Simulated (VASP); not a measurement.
Output of a VASP run:

File OSZICAR:
```
...
DAV:  51    -0.450119919009E+02   -0.11525E-01   -0.10370E-02   473   0.881E-01    0.354E-01
DAV:  52    -0.450065559425E+02    0.54360E-02   -0.16776E-03   408   0.386E-01    0.328E-01
DAV:  53    -0.450074751940E+02   -0.91925E-03   -0.92482E-05   434   0.916E-02    0.319E-01
DAV:  54    -0.450015274377E+02    0.59478E-02   -0.64935E-04   408   0.269E-01    0.283E-01
DAV:  55    -0.450022736159E+02   -0.74618E-03   -0.24621E-04   408   0.146E-01    0.250E-01
DAV:  56    -0.450029099521E+02   -0.63634E-03   -0.22873E-03   408   0.460E-01    0.261E-01
DAV:  57    -0.450034593124E+02   -0.54936E-03   -0.37407E-04   408   0.203E-01    0.250E-01
DAV:  58    -0.450006812759E+02    0.27780E-02   -0.21927E-03   432   0.405E-01    0.201E-01
DAV:  59    -0.449994176314E+02    0.12636E-02   -0.16723E-03   408   0.414E-01    0.142E-01
DAV:  60    -0.449991533625E+02    0.26427E-03   -0.90824E-04   408   0.296E-01    0.838E-02
DAV:  61    -0.449978436662E+02    0.13097E-02   -0.55737E-04   501   0.195E-01    0.627E-02
DAV:  62    -0.449985405163E+02   -0.69685E-03   -0.13779E-04   408   0.105E-01    0.352E-02
DAV:  63    -0.449992308974E+02   -0.69038E-03   -0.14528E-04   408   0.108E-01    0.280E-02
DAV:  64    -0.449994463422E+02   -0.21544E-03   -0.68730E-05   408   0.809E-02    0.265E-02
DAV:  65    -0.449994733029E+02   -0.26961E-04   -0.75351E-05   408   0.843E-02    0.247E-02
DAV:  66    -0.449996096816E+02   -0.13638E-03   -0.85078E-05   408   0.987E-02    0.223E-02
DAV:  67    -0.449993956925E+02    0.21399E-03   -0.49424E-05   408   0.560E-02    0.202E-02
DAV:  68    -0.449996148962E+02   -0.21920E-03   -0.49921E-05   408   0.757E-02    0.144E-02
DAV:  69    -0.449995023640E+02    0.11253E-03   -0.14109E-05   408   0.313E-02    0.966E-03
DAV:  70    -0.449996798901E+02   -0.17753E-03   -0.35297E-05   408   0.479E-02    0.638E-03
DAV:  71    -0.449996856630E+02   -0.57730E-05   -0.16226E-06   504   0.130E-02    0.489E-03
DAV:  72    -0.449997442306E+02   -0.58568E-04   -0.44624E-05   441   0.522E-02    0.322E-03
DAV:  73    -0.449997506079E+02   -0.63773E-05   -0.35882E-06   408   0.197E-02    0.147E-03
DAV:  74    -0.449997401357E+02    0.10472E-04   -0.74933E-06   408   0.242E-02    0.204E-03
DAV:  75    -0.449997447939E+02   -0.46582E-05   -0.93214E-07   408   0.105E-02    0.184E-03
DAV:  76    -0.449997411894E+02    0.36045E-05   -0.10184E-06   408   0.123E-02    0.119E-03
DAV:  77    -0.449997474777E+02   -0.62882E-05   -0.65003E-07   408   0.792E-03    0.972E-04
DAV:  78    -0.449997476100E+02   -0.13230E-06   -0.20370E-07   309   0.528E-03    0.747E-04
DAV:  79    -0.449997486406E+02   -0.10307E-05   -0.38622E-07   357   0.627E-03    0.401E-04
DAV:  80    -0.449997523852E+02   -0.37446E-05   -0.75045E-07   408   0.736E-03    0.418E-04
DAV:  81    -0.449997530534E+02   -0.66819E-06   -0.21693E-07   398   0.445E-03    0.189E-04
DAV:  82    -0.449997531713E+02   -0.11788E-06   -0.87234E-08   307   0.327E-03    0.132E-04
DAV:  83    -0.449997536763E+02   -0.50504E-06   -0.25324E-07   309   0.509E-03    0.772E-05
DAV:  84    -0.449997536483E+02    0.28028E-07   -0.79282E-08   307   0.314E-03
   1 F= -.44999754E+02 E0= -.44999754E+02  d E =0.000000E+00
       N       E                     dE             ncg
       N       E                     dE             ncg
       N       E                     dE             ncg
       N       E                     dE             ncg
       N       E                     dE             ncg
```

OUTCAR:
```
------------------------ aborting loop because EDIFF is reached ----------------------------------------
  FORCE on cell =-STRESS in cart. coord.  units (eV):
  Direction    XX          YY          ZZ          XY          YZ          ZX
  --------------------------------------------------------------------------------------
  Total       -0.1105049     -0.1105049     -0.0875128     -0.0000000     -0.0000000      0.0000000
  in kB       -1.0761644     -1.0761641     -0.8522532     -0.0000000     -0.0000000      0.0000000
  external PRESSURE =      -1.0015272 kB  Pullay stress =       0.0000000 kB
  volume of cell :      164.52
      direct lattice vectors                 reciprocal lattice vectors
     3.185125345  0.000000000  0.000000000     0.313959387  0.181264560  0.000000000
    -1.592562672  2.758399108  0.000000000     0.000000000  0.362529120  0.000000000
     0.000000000  0.000000000 18.725353774     0.000000000  0.000000000  0.053403530
 POSITION                                       TOTAL-FORCE (eV/Angst)
 -----------------------------------------------------------------------------------
      1.59256      0.91947      9.36268         0.000000     -0.000000      0.000000
     -0.00000      1.83893      7.81075        -0.000000      0.000000     -0.006588
     -0.00000      1.83893     10.91461        -0.000000      0.000000      0.006588
 -----------------------------------------------------------------------------------
    total drift:                               -0.001360      0.000789      0.000000
  FREE ENERGIE OF THE ION-ELECTRON SYSTEM (eV)
  ---------------------------------------------------
  free  energy   TOTEN  =       -44.9997536483 eV

  energy  without entropy=      -44.9997536483  energy(sigma->0) =      -44.99975365

 total charge

# of ion       s       p       d       tot
------------------------------------------
    1        2.283   6.222   3.902  12.407
    2        1.354   2.367   0.000   3.721
    3        1.354   2.367   0.000   3.721
--------------------------------------------------
tot          4.991  10.955   3.902  19.848
```
(Selected blocks of OUTCAR.)

### POSCAR
```
MoS2
1
    3.1851253449     0.0000000000    -0.0000000000
   -1.5925626724     2.7583991077    -0.0000000000
   -0.0000000000     0.0000000000    18.7253537740
Mo S
1 2
Direct
  0.6666670000   0.3333330000   0.5000000000
  0.3333330000   0.6666670000   0.4171215276
  0.3333330000   0.6666670000   0.5828784724
```

Question: Write an INCAR and KPOINTS that could have produced this output.

Answer: Several could match; the one computed here: the input of the run itself, r2SCAN meta-GGA, plane waves, VASP's PBE PAW potentials (set 64).

INCAR:
```
ISMEAR = -5   # tetrahedra, Bloechl
EDIFF = 1E-7   # SCF stop (eV)
ISIF = 2
NELM = 100   # most electronic steps
METAGGA = R2SCAN
LCHARG = .FALSE.
LMAXMIX = 4   # l cut-off of mixed one-centre charges
ENCUT = 400   # plane-wave cut-off (eV)
PREC = Accurate
LORBIT = 11
LMIXTAU = .TRUE.
LREAL = .FALSE.
LASPH = .TRUE.
ALGO = Normal
NEDOS = 601
LWAVE = .FALSE.
SYSTEM = MoS2
```

**KPOINTS**
```
Automatic mesh
0
Gamma
9 9 1
0 0 0
```

**KPOINTS_OPT**
```
k-points along high-symmetry lines
20
Line-mode
Reciprocal
  0.000000   0.000000   0.000000 ! GAMMA
  0.500000   0.000000   0.000000 ! M

  0.500000   0.000000   0.000000 ! M
  0.333333   0.333333   0.000000 ! K

  0.333333   0.333333   0.000000 ! K
  0.000000   0.000000   0.000000 ! GAMMA
```

POTCAR, in this order: Mo_sv S (PBE.64 set). Program: vasp_std.

The cell holds a wide vacuum, so values per volume refer to the whole cell.

The cell is a sheet with vacuum, built from a generated structure.
